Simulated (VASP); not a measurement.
```
CELL_PARAMETERS angstrom
     -1.58381     1.58381     1.58381
      1.58381    -1.58381     1.58381
      1.58381     1.58381    -1.58381
ATOMIC_POSITIONS crystal
  Mo 0.00000 0.00000 0.00000
```

The numbers are results of LDA (Ceperley-Alder, Perdew-Zunger), VASP's LDA PAW potentials (set 64) (plane waves; VASP), not measurements. Run with 400 eV cut-off, 15×15×15 Γ-centred mesh, first-order Methfessel-Paxton smearing of 0.10 eV, potentials Mo_sv.

Energy and stress use the plane-wave basis of the starting cell.

### Question
The ions, cell shape and volume are relaxed. Predict the relaxed structure.

### Answer

```
CELL_PARAMETERS angstrom
     -1.55757     1.55757     1.55757
      1.55757    -1.55757     1.55757
      1.55757     1.55757    -1.55757
ATOMIC_POSITIONS crystal
  Mo 0.00000 0.00000 0.00000
```
Space group Im-3m (229), at a tolerance of 0.03 Å.

### Question
How do energy and volume change from the first to the last step?

### Answer
The energy (σ→0) changes by -33.8 meV/atom and the volume by -4.9 %, in 7 ionic steps.

The structure comes from a computed database's Mo entry (Im-3m); how it stands against other phases isn't given here. This run relaxes it. Symmetry was kept, so distortions that lower it aren't found.
